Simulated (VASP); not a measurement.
A convergence study with VASP on AgI (wurtzite): one setting is varied, all else stays as given below, so the limit is that of these other settings.

```
AgI
1.0
    2.29500    -3.97506     0.00000
    2.29500     3.97506     0.00000
    0.00000     0.00000     7.51000
Ag I
2 2
Direct
  0.66667   0.33333   0.50000
  0.33333   0.66667   0.00000
  0.66667   0.33333   0.87500
  0.33333   0.66667   0.37500
```

These are PBE GGA, VASP's PBE PAW potentials (set 64) (plane waves; VASP 6.6.1) values and carry that method's errors. The tightest run used: 600 eV cut-off, 4×4×3 Γ-centred mesh, Gaussian smearing of 0.010 eV, potentials Ag I.

```json
[
 {"setting": "ENCUT = 200", "highest Γ mode (cm⁻¹)": "121.6", "plane waves": "893"},
 {"setting": "ENCUT = 300", "highest Γ mode (cm⁻¹)": "124.1", "plane waves": "1653"},
 {"setting": "ENCUT = 400", "highest Γ mode (cm⁻¹)": "123.8", "plane waves": "2539"}
]
```

Problem. These are the cheaper rows. Estimate the results at ENCUT = 600, and how far the last row shown lies from them.

Solution. 
```
quantity               tightest run  last row shown is off by
---------------------  ------------  ------------------------
highest Γ mode (cm⁻¹)         123.9                      -0.1
```

Left out are rungs that failed or repeat a setting and relaxations that didn't move; long series are thinned to 24 rows.

The compound is AgI in the wurtzite structure. The cell was not relaxed at this level.
